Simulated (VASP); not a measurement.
B2P: changing the strain (εxx = s, εyy = s)

```
CELL_PARAMETERS angstrom
1.51512 0.87475 3.92488
-1.51512 0.87475 3.92488
0.00000 -1.74950 3.92488
ATOMIC_POSITIONS crystal
B 0.42934 0.42934 0.42934
B 0.57066 0.57066 0.57066
P 0.00000 0.00000 0.00000
```

The cell comes from a database or a generator and needn't be the stable form of this composition.

Kept alike: task relaxation of the atoms; functional PBE; k mesh 10 × 10 × 10; occupations fermi-dirac, width 0.05 eV; no spin polarisation. Program: VASP, PBE PAW files B, P, 520 eV. The mesh is that of the run's cell of 3 atoms. No spin-orbit coupling.

| s | free energy over the lowest row (meV/atom) |
| --- | --- |
| -0.04 | 30.19 |
| -0.02 | 6.41 |
| -0.01 | 1.15 |
| 0 | 0.00 |
| 0.01 | 2.56 |
| 0.02 | 8.37 |
| 0.04 | 29.39 |

The cell shown is the unstrained one; x, y and z are its Cartesian axes. For a metal such a mesh leaves the last digits unconverged.

Problem. What does the strain (εxx = s, εyy = s) change here?

Solution. The free energy is lowest at 0, and 30.19 meV an atom higher at -0.04.
